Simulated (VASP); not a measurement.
Data:

```yaml
crystal:
  lattice:
    - [1.82017, -3.15263, 0.00000]
    - [1.82017, 3.15263, 0.00000]
    - [0.00000, 0.00000, 7.21940]
  atoms:
    - { symbol: Zr, position: [0.00000, 0.00000, 0.00000] }
    - { symbol: S, position: [0.33333, 0.66667, 0.19998] }
    - { symbol: S, position: [0.66667, 0.33333, 0.80002] }
```

Method: AM05 GGA, VASP's PBE PAW potentials (set 64) (plane waves; VASP). Run with 520 eV cut-off, 8×8×4 Γ-centred mesh, tetrahedra with Blöchl corrections, potentials Zr_sv S.

The cores are frozen, which limits the accuracy of field gradients. Without a dispersion term in the relaxation, distances and binding between the weakly bound layers, chains or molecules are unreliable, and so is what depends on them.

Give the principal components of the electric field gradient (V/Å²) and the asymmetry η at each nucleus.

```csv
atom,Vxx,Vyy,Vzz,η
Zr1,6.2,6.2,-12.5,0.00
S2,1.3,1.3,-2.6,0.00
S3,1.3,1.3,-2.6,0.00
```

The compound is ZrS2 in the 1T layered structure. It was relaxed first, which changed the volume by +23 %.
